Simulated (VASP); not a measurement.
Consider the following.

```yaml
crystal:
  lattice:
    - [0.00000, 2.73982, 2.73982]
    - [2.73982, 0.00000, 2.73982]
    - [2.73982, 2.73982, 0.00000]
  atoms:
    - { symbol: Zn, position: [0.00000, 0.00000, 0.00000] }
    - { symbol: S, position: [0.25000, 0.25000, 0.25000] }
```

These are AM05 GGA, VASP's PBE PAW potentials (set 64) (plane waves; VASP) values and carry that method's errors. Settings: 520 eV cut-off, 9×9×9 Γ-centred mesh, Gaussian smearing of 0.050 eV, potentials Zn S.

What does the run give for the energy per atom (σ→0), pressure, band gap (on the k-mesh) with the smallest direct gap where there is one?

| Quantity | Result |
|---|---|
| band gap (on the k-mesh) | 1.92 eV |
| smallest direct gap (on the k-mesh) | 1.92 eV |
| energy per atom (σ→0) | -3.556 eV/atom |
| pressure | -3.86 GPa |

The compound is ZnS in the zinc blende structure. This cell is one point of a volume scan, at 1.06 of the reference volume.
